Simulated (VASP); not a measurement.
All values below come from PBE GGA, VASP's PBE PAW potentials (set 64) (plane waves; VASP).

The input files of a VASP run:

KPOINTS:
```
Automatic mesh
0
Gamma
1 1 1
0 0 0
```

### INCAR
```
SYSTEM  =  Ga32As31Sb
PREC  =  Normal; ENCUT  =  400; LREAL  =  Auto
LASPH  =  .True.; ISYM  =  0
EDIFF  =  1E-5; NELM  =  100; NELMIN  =  4
ALGO  =  Fast; LMAXMIX  =  4
ISMEAR  =  0; SIGMA  =  0.05
GGA  =  PE
IBRION  =  2; NSW  =  60; ISIF  =  2
EDIFFG  =  -0.03
LWAVE  =  .True.; LCHARG  =  .False.
```

### POSCAR
```
Ga32As31Sb
1
   11.5222104216     0.0000000000     0.0000000000
    0.0000000000    11.5222104216    -0.0000000000
   -0.0000000000    -0.0000000000    11.5222104216
Ga As Sb
32 31 1
Direct
  0.5000000000   0.0000000000   0.0000000000
  0.7500000000   0.2500000000   0.0000000000
  0.7500000000   0.0000000000   0.2500000000
  0.0000000000   0.0000000000   0.0000000000
  0.2500000000   0.2500000000   0.0000000000
  0.5000000000   0.5000000000   0.0000000000
  0.7500000000   0.7500000000   0.0000000000
  0.2500000000   0.0000000000   0.2500000000
  0.4978500000   0.2461890000   0.2537800000
  0.7490360000   0.4989270000   0.2513410000
  0.5000000000   0.0000000000   0.5000000000
  0.7523860000   0.2483360000   0.5042320000
  0.7500000000   0.0000000000   0.7500000000
  0.0000000000   0.5000000000   0.0000000000
  0.2500000000   0.7500000000   0.0000000000
  0.0000000000   0.2500000000   0.2500000000
  0.2500000000   0.5000000000   0.2500000000
  0.5000000000   0.7500000000   0.2500000000
  0.0000000000   0.0000000000   0.5000000000
  0.2500000000   0.2500000000   0.5000000000
  0.4995300000   0.4975620000   0.5034130000
  0.7500000000   0.7500000000   0.5000000000
  0.2500000000   0.0000000000   0.7500000000
  0.5000000000   0.2500000000   0.7500000000
  0.7500000000   0.5000000000   0.7500000000
  0.0000000000   0.7500000000   0.2500000000
  0.0000000000   0.5000000000   0.5000000000
  0.2500000000   0.7500000000   0.5000000000
  0.0000000000   0.2500000000   0.7500000000
  0.2500000000   0.5000000000   0.7500000000
  0.5000000000   0.7500000000   0.7500000000
  0.0000000000   0.7500000000   0.7500000000
  0.6250000000   0.1250000000   0.1250000000
  0.8750000000   0.3750000000   0.1250000000
  0.8750000000   0.1250000000   0.3750000000
  0.1250000000   0.1250000000   0.1250000000
  0.3750000000   0.3750000000   0.1250000000
  0.6250000000   0.6250000000   0.1250000000
  0.8750000000   0.8750000000   0.1250000000
  0.3750000000   0.1250000000   0.3750000000
  0.8750000000   0.6250000000   0.3750000000
  0.6250000000   0.1250000000   0.6250000000
  0.8750000000   0.3750000000   0.6250000000
  0.8750000000   0.1250000000   0.8750000000
  0.1250000000   0.6250000000   0.1250000000
  0.3750000000   0.8750000000   0.1250000000
  0.1250000000   0.3750000000   0.3750000000
  0.3750000000   0.6250000000   0.3750000000
  0.6250000000   0.8750000000   0.3750000000
  0.1250000000   0.1250000000   0.6250000000
  0.3750000000   0.3750000000   0.6250000000
  0.6250000000   0.6250000000   0.6250000000
  0.8750000000   0.8750000000   0.6250000000
  0.3750000000   0.1250000000   0.8750000000
  0.6250000000   0.3750000000   0.8750000000
  0.8750000000   0.6250000000   0.8750000000
  0.1250000000   0.8750000000   0.3750000000
  0.1250000000   0.6250000000   0.6250000000
  0.3750000000   0.8750000000   0.6250000000
  0.1250000000   0.3750000000   0.8750000000
  0.3750000000   0.6250000000   0.8750000000
  0.6250000000   0.8750000000   0.8750000000
  0.1250000000   0.8750000000   0.8750000000
  0.6254130000   0.3791350000   0.3785160000
```

POTCAR, in this order: Ga As Sb (PBE.64 set). Program: vasp_gam.

The run wrote:

File OSZICAR:
```
       N       E                     dE             d eps       ncg     rms          rms(c)
DAV:   1     0.154451656870E+04    0.15445E+04   -0.92152E+04   322   0.112E+03
DAV:   2    -0.679421873874E+02   -0.16125E+04   -0.15236E+04   412   0.201E+02
DAV:   3    -0.257306158586E+03   -0.18936E+03   -0.18540E+03   388   0.726E+01
DAV:   4    -0.263284010053E+03   -0.59779E+01   -0.59296E+01   372   0.135E+01
DAV:   5    -0.263434569432E+03   -0.15056E+00   -0.15011E+00   396   0.209E+00    0.210E+01
RMM:   6    -0.258389415821E+03    0.50452E+01   -0.73937E+00   322   0.378E+00    0.123E+01
RMM:   7    -0.257663240617E+03    0.72618E+00   -0.11002E+01   322   0.449E+00    0.291E+00
RMM:   8    -0.257611716034E+03    0.51525E-01   -0.22162E+00   322   0.250E+00    0.130E+00
RMM:   9    -0.257523150978E+03    0.88565E-01   -0.21579E-01   326   0.818E-01    0.383E-01
RMM:  10    -0.257540380921E+03   -0.17230E-01   -0.14612E-01   326   0.519E-01    0.441E-01
RMM:  11    -0.257530305961E+03    0.10075E-01   -0.31578E-02   322   0.307E-01    0.544E-02
RMM:  12    -0.257530678129E+03   -0.37217E-03   -0.60059E-03   326   0.121E-01    0.547E-02
RMM:  13    -0.257530769944E+03   -0.91815E-04   -0.73696E-04   340   0.498E-02    0.670E-02
RMM:  14    -0.257530782367E+03   -0.12422E-04   -0.14096E-04   302   0.199E-02    0.720E-02
RMM:  15    -0.257530820692E+03   -0.38325E-04   -0.37638E-05   244   0.105E-02    0.699E-02
RMM:  16    -0.257530746175E+03    0.74517E-04   -0.68018E-05   314   0.120E-02    0.510E-02
RMM:  17    -0.257530801703E+03   -0.55528E-04   -0.19205E-05   194   0.705E-03    0.572E-02
RMM:  18    -0.257530821451E+03   -0.19748E-04   -0.78175E-06   193   0.413E-03    0.617E-02
RMM:  19    -0.257530829803E+03   -0.83516E-05   -0.25547E-06   156   0.227E-03
   1 F= -.25753083E+03 E0= -.25752755E+03  d E =-.257531E+03
       N       E                     dE             d eps       ncg     rms          rms(c)
DAV:   1    -0.257765854233E+03   -0.23503E+00   -0.36542E+00   348   0.341E+00    0.109E+00
RMM:   2    -0.257783040966E+03   -0.17187E-01   -0.26102E-01   322   0.808E-01    0.343E-01
RMM:   3    -0.257785714727E+03   -0.26738E-02   -0.42106E-02   333   0.328E-01    0.154E-01
RMM:   4    -0.257786179337E+03   -0.46461E-03   -0.74245E-03   342   0.132E-01    0.102E-01
RMM:   5    -0.257786272227E+03   -0.92891E-04   -0.14265E-03   327   0.657E-02    0.205E-02
RMM:   6    -0.257786298356E+03   -0.26128E-04   -0.31071E-04   345   0.301E-02    0.149E-02
RMM:   7    -0.257786305156E+03   -0.67999E-05   -0.93185E-05   297   0.161E-02
   2 F= -.25778631E+03 E0= -.25778225E+03  d E =-.255475E+00
       N       E                     dE             d eps       ncg     rms          rms(c)
DAV:   1    -0.257802568826E+03   -0.16270E-01   -0.54301E-01   364   0.129E+00    0.392E-01
RMM:   2    -0.257804938434E+03   -0.23696E-02   -0.36503E-02   322   0.300E-01    0.121E-01
RMM:   3    -0.257805369530E+03   -0.43110E-03   -0.63284E-03   334   0.122E-01    0.612E-02
RMM:   4    -0.257805419262E+03   -0.49731E-04   -0.90142E-04   336   0.484E-02    0.367E-02
RMM:   5    -0.257805436927E+03   -0.17665E-04   -0.22043E-04   318   0.252E-02    0.874E-03
RMM:   6    -0.257805439305E+03   -0.23783E-05   -0.45438E-05   251   0.115E-02
   3 F= -.25780544E+03 E0= -.25780038E+03  d E =-.274610E+00
       N       E                     dE             d eps       ncg     rms          rms(c)
DAV:   1    -0.257836244201E+03   -0.30807E-01   -0.89680E-01   340   0.173E+00    0.411E-01
RMM:   2    -0.257841095844E+03   -0.48516E-02   -0.60093E-02   322   0.425E-01    0.123E-01
RMM:   3    -0.257841988786E+03   -0.89294E-03   -0.96042E-03   329   0.172E-01    0.716E-02
RMM:   4    -0.257842017455E+03   -0.28669E-04   -0.13283E-03   329   0.681E-02    0.384E-02
RMM:   5    -0.257842036939E+03   -0.19484E-04   -0.34204E-04   325   0.342E-02    0.116E-02
RMM:   6    -0.257842043832E+03   -0.68931E-05   -0.87845E-05   284   0.159E-02
   4 F= -.25784204E+03 E0= -.25783673E+03  d E =-.366045E-01
       N       E                     dE             d eps       ncg     rms          rms(c)
DAV:   1    -0.257845290713E+03   -0.32538E-02   -0.50362E-01   340   0.129E+00    0.301E-01
RMM:   2    -0.257848030944E+03   -0.27402E-02   -0.33790E-02   322   0.317E-01    0.908E-02
RMM:   3    -0.257848539541E+03   -0.50860E-03   -0.54283E-03   328   0.129E-01    0.532E-02
RMM:   4    -0.257848558444E+03   -0.18903E-04   -0.75853E-04   329   0.512E-02    0.286E-02
RMM:   5    -0.257848570746E+03   -0.12302E-04   -0.20880E-04   324   0.262E-02    0.869E-03
RMM:   6    -0.257848574233E+03   -0.34878E-05   -0.47919E-05   243   0.119E-02
   5 F= -.25784857E+03 E0= -.25784290E+03  d E =-.431349E-01
       N       E                     dE             d eps       ncg     rms          rms(c)
DAV:   1    -0.257848657005E+03   -0.86260E-04   -0.66045E-03   356   0.147E-01    0.331E-02
RMM:   2    -0.257848689288E+03   -0.32283E-04   -0.41362E-04   322   0.349E-02    0.104E-02
RMM:   3    -0.257848695601E+03   -0.63127E-05   -0.65723E-05   254   0.140E-02    0.575E-03
RMM:   4    -0.257848695887E+03   -0.28572E-06   -0.82081E-06   190   0.533E-03
   6 F= -.25784870E+03 E0= -.25784307E+03  d E =-.432566E-01
       N       E                     dE             d eps       ncg     rms          rms(c)
DAV:   1    -0.257854558859E+03   -0.58633E-02   -0.15876E-01   340   0.751E-01    0.151E-01
RMM:   2    -0.257855347697E+03   -0.78884E-03   -0.11550E-02   323   0.193E-01    0.522E-02
RMM:   3    -0.257855509120E+03   -0.16142E-03   -0.20000E-03   340   0.799E-02    0.330E-02
RMM:   4    -0.257855502281E+03    0.68390E-05   -0.24350E-04   323   0.304E-02    0.134E-02
RMM:   5    -0.257855508043E+03   -0.57621E-05   -0.73768E-05   305   0.156E-02
   7 F= -.25785551E+03 E0= -.25785014E+03  d E =-.681216E-02
       N       E                     dE             d eps       ncg     rms          rms(c)
DAV:   1    -0.257856679456E+03   -0.11772E-02   -0.66626E-02   348   0.487E-01    0.985E-02
RMM:   2    -0.257857031131E+03   -0.35168E-03   -0.49911E-03   323   0.127E-01    0.345E-02
RMM:   3    -0.257857104702E+03   -0.73571E-04   -0.87287E-04   341   0.528E-02    0.225E-02
RMM:   4    -0.257857102235E+03    0.24670E-05   -0.10666E-04   320   0.202E-02    0.918E-03
RMM:   5    -0.257857105015E+03   -0.27796E-05   -0.32586E-05   218   0.104E-02
   8 F= -.25785711E+03 E0= -.25785186E+03  d E =-.840913E-02
       N       E                     dE             d eps       ncg     rms          rms(c)
DAV:   1    -0.257857143482E+03   -0.41247E-04   -0.52596E-03   380   0.137E-01    0.282E-02
RMM:   2    -0.257857173980E+03   -0.30497E-04   -0.41571E-04   322   0.367E-02    0.100E-02
RMM:   3    -0.257857180267E+03   -0.62872E-05   -0.71300E-05   267   0.153E-02    0.655E-03
RMM:   4    -0.257857180238E+03    0.28724E-07   -0.93251E-06   190   0.590E-03
   9 F= -.25785718E+03 E0= -.25785197E+03  d E =-.848435E-02
       N       E                     dE             d eps       ncg     rms          rms(c)
DAV:   1    -0.257858527277E+03   -0.13470E-02   -0.57354E-02   340   0.449E-01    0.887E-02
RMM:   2    -0.257858836023E+03   -0.30875E-03   -0.39500E-03   323   0.115E-01    0.300E-02
RMM:   3    -0.257858898321E+03   -0.62297E-04   -0.67174E-04   339   0.467E-02    0.194E-02
RMM:   4    -0.257858896025E+03    0.22959E-05   -0.77984E-05   299   0.176E-02
  10 F= -.25785890E+03 E0= -.25785371E+03  d E =-.171579E-02
```

### OUTCAR
```
------------------------ aborting loop because EDIFF is reached ----------------------------------------
  FORCE on cell =-STRESS in cart. coord.  units (eV):
  Direction    XX          YY          ZZ          XY          YZ          ZX
  --------------------------------------------------------------------------------------
  Total        6.5671807      6.5582501      6.5748567     -0.0430983      0.0008118     -0.0141939
  in kB        6.8783162      6.8689626      6.8863559     -0.0451402      0.0008503     -0.0148664
  external PRESSURE =       6.8778783 kB  Pullay stress =       0.0000000 kB
  volume of cell :     1529.70
      direct lattice vectors                 reciprocal lattice vectors
    11.522210422  0.000000000  0.000000000     0.086788903  0.000000000  0.000000000
     0.000000000 11.522210422  0.000000000     0.000000000  0.086788903  0.000000000
     0.000000000  0.000000000 11.522210422     0.000000000  0.000000000  0.086788903
  FREE ENERGIE OF THE ION-ELECTRON SYSTEM (eV)
  ---------------------------------------------------
  free  energy   TOTEN  =      -257.8588960250 eV

  energy  without entropy=     -257.8485256666  energy(sigma->0) =     -257.85371085

 reached required accuracy - stopping structural energy minimisation
```
(Selected blocks of OUTCAR.)

**CONTCAR**
```
Ga32As31Sb
   1.00000000000000
    11.5222104216000005    0.0000000000000000    0.0000000000000000
     0.0000000000000000   11.5222104216000005    0.0000000000000000
     0.0000000000000000    0.0000000000000000   11.5222104216000005
  Ga              As              Sb
    32    31     1
Direct
     0.5004141125797069    0.9992029177398687    0.9994394589405049
     0.7498276644916487    0.2499964281169932    0.9998421424995663
     0.7498954807227528    0.9996440038186646    0.2499847308534201
     0.9998676465073506    0.0001141418667972    0.0000893259925224
     0.2494391023778733    0.2505425050508027    0.9995410685937309
     0.4999058088207299    0.4996875095702831    0.9999646286948598
     0.7496104430405276    0.7508152519748379    0.9992909219503910
     0.2488635656832917    0.9988285614974016    0.2500963670891314
     0.4942848377887312    0.2439677768884004    0.2453941631791047
     0.7555545665786272    0.5055676542148506    0.2446221052283719
     0.5001065392079526    0.9991416517439223    0.5002367962231985
     0.7565661204681955    0.2438070591229049    0.5069473617639008
     0.7497519154375638    0.9988520216423010    0.7511736918346142
     0.0008060580899579    0.4996389643002295    0.9993199215987455
     0.2501129257008577    0.7498705880953834    0.0001023472684697
     0.0003531692019101    0.2500380399688464    0.2500968394814036
     0.2498883345167383    0.4998597846859079    0.2499803095511767
     0.5000053166254737    0.7501620500433576    0.2502472146481389
     0.0008538738700325    0.9989974105182902    0.4996213425595881
     0.2490141479220708    0.2499203233901089    0.5000879399927421
     0.4936242117650532    0.5057127925235129    0.5071809745215092
     0.7499913339117295    0.7504211703642607    0.4999024974254125
     0.2501196654946837    0.0000731203575877    0.7499114827181401
     0.5001084363650634    0.2497689660798256    0.7509450144591979
     0.7499571676744375    0.5000631733355404    0.7507774029704307
     0.0008857788500492    0.7508386406212866    0.2503645832501473
     0.0005626283127697    0.5000803592110532    0.4998783187107093
     0.2491860065746230    0.7508039835942228    0.4994966207109797
     0.0011210184364208    0.2502052484331581    0.7513348078548298
     0.2487163373102777    0.4999382957103963    0.7513521204790730
     0.5002968072452548    0.7510086249429406    0.7512882229206694
     0.9998975683724943    0.7499337979961239    0.7498633270052275
     0.6250303675504594    0.1235856450697969    0.1237645172828068
     0.8764167466387571    0.3748236527545847    0.1236025065642237
     0.8767241457771722    0.1232375672181984    0.3748971365075829
     0.1250457901253365    0.1250452922993956    0.1249561235351415
     0.3738017607104049    0.3748645864472175    0.1239445601870817
     0.6248266872909338    0.6264173689109478    0.1235573209117678
     0.8750204923328548    0.8749280569119812    0.1250267400011723
     0.3728419522857395    0.1227520150296153    0.3755677083997236
     0.8766219487903429    0.6266161743486383    0.3751445851493910
     0.6248148003143230    0.1229579808629374    0.6270957777080509
     0.8772618769527818    0.3753361749850394    0.6272978938642890
     0.8749303227145409    0.1249733495798542    0.8750560022362652
     0.1249895274707165    0.6249585060703388    0.1250467184993935
     0.3750407964045076    0.8749448094155555    0.1250377080693772
     0.1249933174626195    0.3750814616876965    0.3748850785354422
     0.3734965068542442    0.6263606053672146    0.3750808306351289
     0.6250286583844102    0.8749475815599063    0.3749546416900389
     0.1247345373354957    0.1248346159161333    0.6251522882710748
     0.3726194495543231    0.3744682551873120    0.6274994060515252
     0.6251795089176744    0.6269433643591259    0.6270750619015725
     0.8749999569889352    0.8750575015563603    0.6250128198729363
     0.3749327464441587    0.1248827909789991    0.8753189725018200
     0.6249830645293915    0.3749976197447483    0.8751978605325301
     0.8750833184354233    0.6250726788453314    0.8752086801570839
     0.1249641761767549    0.8748753006164598    0.3750569859630427
     0.1251074612942655    0.6251046745239283    0.6250005689884798
     0.3749229660626631    0.8747449606322875    0.6251499309423619
     0.1250501753906022    0.3749896416039153    0.8754427938618539
     0.3750070912981113    0.6249332396875453    0.8751089702487760
     0.6249852550306363    0.8750354368941717    0.8753139790133730
     0.1250022114138586    0.8750151351446712    0.8749856380212554
     0.6251687931227125    0.3748601383700369    0.3764681429255261
```

The supercell is sampled at Γ alone, which is coarse: total energies, pressure and levels can be off, energies of defects by several tenths of an eV.

The cell is a supercell with a defect, built from GaAs (zinc blende): Sb_As. The run is not spin-polarised, so no state with unpaired spins was tried.
